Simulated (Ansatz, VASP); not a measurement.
# HfO2 in two plane-wave programs, part 3 of 3

One calculation is typed for both programs; each brings its own data sets and cutoff. How far apart do they land? The cell is taken from a series of VASP runs on this material, whose earlier steps may have relaxed, scaled or displaced it; both programs get it as it stands.

VASP 6.6.1 and Ansatz 0.2.0.

So far: Starting point; Ansatz: zone-centre phonons, LDA; VASP: zone-centre phonons, LDA.

### 3. VASP: zone-centre phonons, LDA (continued)

Level of this step: LDA; plane waves and PAW (Hf_pv, O) (VASP).

Numbers of over 12 decimals in the logs are rounded to 6 here.

From OUTCAR (step 3):

```text
ion  position               nearest neighbor table
   1  0.000  0.000  0.000-   3 2.21   3 2.21   3 2.21   2 2.21   3 2.21   2 2.21   2 2.21   2 2.21

  LATTYP: Found a face centered cubic cell.
 ALAT       =     5.1150000000

 Subroutine GETGRP returns: Found 48 space group operations
 (whereof 48 operations were pure point group operations)

The static configuration has the point symmetry O_h .

 Found    104 irreducible k-points:

   k-points           NKPTS =    104   k-points in BZ     NKDIM =    104   number of bands    NBANDS=     17

   dimension x,y,z NGX =    28 NGY =   28 NGZ =   28
   dimension x,y,z NGXF=    56 NGYF=   56 NGZF=   56

   ENCUT  =  520.0 eV  38.22 Ry    6.18 a.u.   6.72  6.72  6.72*2*pi/ulx,y,z

   NELECT =      22.0000    total number of electrons

 k-points in reciprocal lattice and weights: Automatic mesh
   0.00000000  0.00000000  0.00000000       0.000
   0.07142857  0.00000000  0.00000000       0.003
   0.14285714  0.00000000  0.00000000       0.003
   0.21428571  0.00000000  0.00000000       0.003
   0.28571429  0.00000000  0.00000000       0.003
   0.35714286  0.00000000  0.00000000       0.003
   0.42857143  0.00000000  0.00000000       0.003
   0.50000000  0.00000000  0.00000000       0.001
   0.07142857  0.07142857  0.00000000       0.002
[...]
-0.28571429  0.42857143  0.21428571       0.009
  -0.28571429  0.50000000  0.21428571       0.004

 average (electrostatic) potential at core
       1 -38.0960       2 -70.8642       3 -70.8642

  Total       -4.0316620     -4.0316620     -4.0316620      0.0000000      0.0000000      0.0000000
  in kB     -193.0713238   -193.0713238   -193.0713238      0.0000000      0.0000000      0.0000000
  external PRESSURE =    -193.0713238 kB  Pullay stress =       0.0000000 kB

  energy-cutoff  :      520.00
  volume of cell :       33.46
      direct lattice vectors                 reciprocal lattice vectors
     0.000000000  2.557500000  2.557500000    -0.195503421  0.195503421  0.195503421
     2.557500000  0.000000000  2.557500000     0.195503421 -0.195503421  0.195503421
     2.557500000  2.557500000  0.000000000     0.195503421  0.195503421 -0.195503421

 POSITION                                       TOTAL-FORCE (eV/Angst)
 -----------------------------------------------------------------------------------
      0.00000      0.00000      0.00000         0.000000      0.000000     -0.000000
      1.27875      1.27875      1.27875         0.000000     -0.000000      0.000000
      3.83625      3.83625      3.83625        -0.000000      0.000000     -0.000000
 -----------------------------------------------------------------------------------
    total drift:                                0.000000      0.000000      0.000000

 MACROSCOPIC STATIC DIELECTRIC TENSOR (including local field effects in DFT)
 ------------------------------------------------------
           5.391145    -0.000000    -0.000000
          -0.000000     5.391145    -0.000000
          -0.000000     0.000000     5.391145
 ------------------------------------------------------

 PIEZOELECTRIC TENSOR (including local field effects)  for field in x, y, z        (C/m^2)
          XX          YY          ZZ          XY          YZ          ZX
  --------------------------------------------------------------------------------
  x     0.00000     0.00000     0.00000     0.00000     0.00000     0.00000
  y     0.00000     0.00000     0.00000     0.00000     0.00000     0.00000
  z     0.00000     0.00000     0.00000     0.00000     0.00000     0.00000

 BORN EFFECTIVE CHARGES (including local field effects) (in |e|, cummulative output)
 ---------------------------------------------------------------------------------
 ion    1
    1     5.52857     0.00000     0.00000
    2     0.00000     5.52857     0.00000
    3     0.00000     0.00000     5.52857
 ion    2
    1    -2.76428     0.00000     0.00000
    2     0.00000    -2.76428     0.00000
    3     0.00000     0.00000    -2.76428
 ion    3
    1    -2.76428     0.00000     0.00000
    2     0.00000    -2.76428     0.00000
    3     0.00000     0.00000    -2.76428

 Eigenvectors and eigenvalues of the dynamical matrix
 ----------------------------------------------------

   1 f  =   16.042611 THz   100.798695 2PiTHz  535.123889 cm-1    66.346877 meV
             X         Y         Z           dx          dy          dz
      0.000000  0.000000  0.000000    -0.000000    0.000000    0.000000
      1.278750  1.278750  1.278750     0.223910    0.670719    0.000000
      3.836250  3.836250  3.836250    -0.223910   -0.670719   -0.000000

   2 f  =   16.042611 THz   100.798695 2PiTHz  535.123889 cm-1    66.346877 meV
             X         Y         Z           dx          dy          dz
      0.000000  0.000000  0.000000     0.000000   -0.000000    0.000000
      1.278750  1.278750  1.278750     0.670719   -0.223910   -0.000000
      3.836250  3.836250  3.836250    -0.670719    0.223910   -0.000000

   3 f  =   16.042611 THz   100.798695 2PiTHz  535.123889 cm-1    66.346877 meV
             X         Y         Z           dx          dy          dz
      0.000000  0.000000  0.000000    -0.000000   -0.000000    0.000000
      1.278750  1.278750  1.278750    -0.000000   -0.000000    0.707107
      3.836250  3.836250  3.836250     0.000000    0.000000   -0.707107

   4 f  =    5.063825 THz    31.816950 2PiTHz  168.911019 cm-1    20.942288 meV
             X         Y         Z           dx          dy          dz
      0.000000  0.000000  0.000000     0.073449   -0.383702   -0.000239
      1.278750  1.278750  1.278750    -0.122377    0.639306    0.000398
      3.836250  3.836250  3.836250    -0.122377    0.639306    0.000398

   5 f  =    5.063825 THz    31.816950 2PiTHz  168.911019 cm-1    20.942288 meV
             X         Y         Z           dx          dy          dz
      0.000000  0.000000  0.000000    -0.004944   -0.001190    0.390635
      1.278750  1.278750  1.278750     0.008238    0.001983   -0.650859
      3.836250  3.836250  3.836250     0.008238    0.001983   -0.650859

   6 f  =    5.063825 THz    31.816950 2PiTHz  168.911019 cm-1    20.942288 meV
             X         Y         Z           dx          dy          dz
      0.000000  0.000000  0.000000     0.383670    0.073440    0.005080
      1.278750  1.278750  1.278750    -0.639253   -0.122362   -0.008464
      3.836250  3.836250  3.836250    -0.639253   -0.122362   -0.008464

   7 f/i=    0.004197 THz     0.026370 2PiTHz    0.139993 cm-1     0.017357 meV
             X         Y         Z           dx          dy          dz
      0.000000  0.000000  0.000000    -0.004785    0.000666    0.920519
      1.278750  1.278750  1.278750    -0.001436    0.000200    0.276241
      3.836250  3.836250  3.836250    -0.001436    0.000200    0.276241

   8 f/i=    0.004197 THz     0.026370 2PiTHz    0.139993 cm-1     0.017357 meV
             X         Y         Z           dx          dy          dz
      0.000000  0.000000  0.000000    -0.908158    0.150349   -0.004830
      1.278750  1.278750  1.278750    -0.272531    0.045119   -0.001449
      3.836250  3.836250  3.836250    -0.272531    0.045119   -0.001449

   9 f/i=    0.004197 THz     0.026370 2PiTHz    0.139993 cm-1     0.017357 meV
             X         Y         Z           dx          dy          dz
      0.000000  0.000000  0.000000     0.150350    0.908170    0.000125
      1.278750  1.278750  1.278750     0.045119    0.272535    0.000037
      3.836250  3.836250  3.836250     0.045119    0.272535    0.000037

 MACROSCOPIC STATIC DIELECTRIC TENSOR IONIC CONTRIBUTION
 ------------------------------------------------------
          57.928775     0.000000    -0.000000
           0.000000    57.928775     0.000000
          -0.000000     0.000000    57.928775
 ------------------------------------------------------

 ELASTIC MODULI CONTR FROM IONIC RELAXATION (kBar)
 Direction    XX          YY          ZZ          XY          YZ          ZX
 --------------------------------------------------------------------------------
 XX          -0.0000     -0.0000     -0.0000     -0.0000     -0.0000     -0.0000
 YY          -0.0000     -0.0000     -0.0000     -0.0000     -0.0000      0.0000
 ZZ          -0.0000     -0.0000     -0.0000     -0.0000     -0.0000     -0.0000
 XY          -0.0000     -0.0000     -0.0000   -115.1154     -0.0000      0.0000
 YZ          -0.0000     -0.0000     -0.0000     -0.0000   -115.1154     -0.0000
 ZX          -0.0000      0.0000     -0.0000      0.0000     -0.0000   -115.1154
 --------------------------------------------------------------------------------

 PIEZOELECTRIC TENSOR IONIC CONTR  for field in x, y, z        (C/m^2)
          XX          YY          ZZ          XY          YZ          ZX
  --------------------------------------------------------------------------------
  x    -0.00000    -0.00000    -0.00000    -0.00000    -0.00000     0.00000
  y     0.00000     0.00000     0.00000     0.00000     0.00000     0.00000
  z    -0.00000     0.00000    -0.00000    -0.00000     0.00000    -0.00000
```

Energies printed during the response cycles are not total energies of the cell.

### 4. Comparison

Known differences besides the potentials themselves: the two LDA forms differ slightly; the data sets hold 38 valence electrons in Ansatz (default PAW (the set named soft_2) files) and 22 in VASP; the cutoff is 420 eV in Ansatz and 520 eV in VASP; VASP's log shows a relativistic correction to its local exchange, Ansatz's none. Total energies have different zeros and are not compared.

Compared:

```
                                     quantity  Ansatz   VASP  difference
                                        ε∞ xx    5.43   5.39     +0.74 %
                                        ε∞ yy    5.43   5.39     +0.74 %
                                        ε∞ zz    5.43   5.39     +0.74 %
Born charge of Hf1 (mean of the diagonal) (e)    5.56   5.53       +0.03
 Born charge of O2 (mean of the diagonal) (e)   -2.78  -2.76       -0.02
                   optical mode 1 to 3 (cm⁻¹)   174.4  168.9     +3.23 %
                   optical mode 4 to 6 (cm⁻¹)   537.6  535.1     +0.47 %
```

Modes are paired by rising frequency and degeneracy, not by their patterns, so a pair may still set unlike modes beside each other.

### 5. Summary of results

- r.m.s. difference of the optical zone-centre modes, each program's sorted by frequency (zone-centre phonons, LDA): 4.2 cm⁻¹
- difference in optical mode 1 to 3 (zone-centre phonons, LDA): +3.2 %

The r.m.s. difference of the optical zone-centre modes, each program's sorted by frequency is 4.2 cm⁻¹ (zone-centre phonons, LDA). Among the rows given in per cent, the largest difference of the zone-centre phonons, LDA pair is in optical mode 1 to 3, +3.2 %. How closely two codes agree says nothing of how well the functional describes the real material.

[Lines on the potential files, build, host, timing and source positions are cut from VASP's logs without a mark.]

[Logs are printed without paths, hosts, clocks, repeated set-up lines and the standing remarks that a program may print on its own settings, such as how far it seeks lower states.]

[Hosts, paths, dates, database ids (printed as entryN), source tags and the programs' standing remarks are cut or masked in the printed files.]
